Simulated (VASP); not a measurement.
VASP ran on this input.

KPOINTS:
```
Automatic mesh
0
Gamma
  6 6 6
```

INCAR:
```
SYSTEM = MgPt7
PREC = Accurate
ENCUT = 300
EDIFF = 1E-6
NELM = 100
ALGO = Normal
LREAL = .FALSE.
LASPH = .TRUE.
ISMEAR = 0
SIGMA = 0.272
GGA = PS
LMAXMIX = 6
LWAVE = .FALSE.
LCHARG = .FALSE.
ISIF = 2
```

**POSCAR**
```
MgPt7
1
    0.0000000000     3.9365250000     3.9365250000
    3.9365250000     0.0000000000     3.9365250000
    3.9365250000     3.9365250000     0.0000000000
Mg Pt
1 7
Direct
  0.0000000000   0.0000000000   0.0000000000
  0.5000000000   0.0000000000   0.0000000000
  0.5000000000   0.0000000000   0.5000000000
  0.0000000000   0.5000000000   0.5000000000
  0.0000000000   0.5000000000   0.0000000000
  0.5000000000   0.5000000000   0.0000000000
  0.0000000000   0.0000000000   0.5000000000
  0.5000000000   0.5000000000   0.5000000000
```

POTCAR, in this order: Mg Pt (PBE.64 set). Program: vasp_std.

Task: Translate this PBEsol calculation to Quantum ESPRESSO's pw.x.

Result: One equivalent input (not run):
```
&CONTROL
  calculation = 'scf'
  pseudo_dir = './pseudo'
  outdir = './out'
  tprnfor = .true.
  tstress = .true.
/
&SYSTEM
  ibrav = 0
  nat = 8
  ntyp = 2
  ecutwfc = 84
  occupations = 'smearing'
  smearing = 'gaussian'
  degauss = 0.01999
  input_dft = 'pbesol'
/
&ELECTRONS
  conv_thr = 7.3e-08
  electron_maxstep = 100
/
ATOMIC_SPECIES
  Mg 24.305 Mg.upf
  Pt 195.084 Pt.upf
CELL_PARAMETERS angstrom
     0.0000000    3.9365250    3.9365250
     3.9365250    0.0000000    3.9365250
     3.9365250    3.9365250    0.0000000
ATOMIC_POSITIONS crystal
  Mg   0.0000000  0.0000000  0.0000000
  Pt   0.5000000  0.0000000  0.0000000
  Pt   0.5000000  0.0000000  0.5000000
  Pt   0.0000000  0.5000000  0.5000000
  Pt   0.0000000  0.5000000  0.0000000
  Pt   0.5000000  0.5000000  0.0000000
  Pt   0.0000000  0.0000000  0.5000000
  Pt   0.5000000  0.5000000  0.5000000
K_POINTS automatic
  6 6 6 0 0 0
```
The two are equivalent in intent, not identical: the potentials are each code's own (VASP's PAW set, PseudoDojo norm-conserving files in pw.x), so ENCUT and ecutwfc are chosen apart and not converted; conv_thr bounds pw.x's estimated SCF error, while EDIFF bounds the energy change between steps.

The structure comes from a computed database's MgPt7 entry (Fm-3m); how it stands against other phases isn't given here. The cell was not relaxed at this level.
